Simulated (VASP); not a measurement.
All values below come from PBE GGA with D4 dispersion, VASP's PBE PAW potentials (set 64) (plane waves; VASP).

VASP input:

KPOINTS:
```
K-points
0
gamma
8 8 8
0 0 0
```

### POSCAR
```
SrVO3
1
    3.8012094691     0.0000000000     0.0000000000
    0.0000000000     3.8012094691     0.0000000000
    0.0000000000     0.0000000000     3.8012094691
Sr V O
1 1 3
Direct
  0.0000000000   0.0000000000   0.0000000000
  0.5000000000   0.5000000000   0.5000000000
  0.5000000000   0.0000000000   0.5000000000
  0.0000000000   0.5000000000   0.5000000000
  0.5000000000   0.5000000000   0.0000000000
```

INCAR:
```
SYSTEM=SrVO3
PREC=Accurate; ENCUT=520; LREAL=.FALSE.
LASPH=.TRUE.
EDIFF=1E-7; NELM=100; ALGO=Normal
LMAXMIX=4
ISMEAR=1; SIGMA=0.1
GGA=PE; IVDW=13
ISIF=2
LWAVE=.FALSE.; LCHARG=.FALSE.
```

POTCAR, in this order: Sr_sv V_sv O (PBE.64 set). Program: vasp_std.

### Question
What does the run give for the energy per atom (σ→0), dispersion energy, pressure, band gap (on the k-mesh)?

### Answer

```yaml
energy per atom (σ→0): -8.055 eV/atom
dispersion_energy: -1.087 eV
band gap (on the k-mesh): none (metal, semimetal or under 0.01 eV)
pressure: 6.45 GPa
```

OSZICAR:
```
...
DAV:  11    -0.391904932613E+02    0.32765E-02   -0.24825E-02  1824   0.141E+00    0.181E-01
DAV:  12    -0.391905061602E+02   -0.12899E-04   -0.15608E-03  2072   0.358E-01    0.942E-02
DAV:  13    -0.391904865400E+02    0.19620E-04   -0.21578E-04  1960   0.126E-01    0.124E-02
DAV:  14    -0.391904883970E+02   -0.18570E-05   -0.32328E-05  2152   0.388E-02    0.118E-02
DAV:  15    -0.391904878394E+02    0.55764E-06   -0.43745E-06  2024   0.183E-02    0.889E-03
DAV:  16    -0.391904876522E+02    0.18712E-06   -0.15465E-06  1888   0.995E-03    0.238E-03
DAV:  17    -0.391904876073E+02    0.44972E-07   -0.80182E-08   944   0.236E-03
   1 F= -.40277737E+02 E0= -.40276984E+02  d E =-.225861E-02
```

The compound is SrVO3 in the cubic perovskite structure. This cell is one point of a volume scan, at 0.97 of the reference volume. The run is not spin-polarised, so no magnetic state was tried. The electron count is odd and the run is not spin-polarised, which forces a metal.
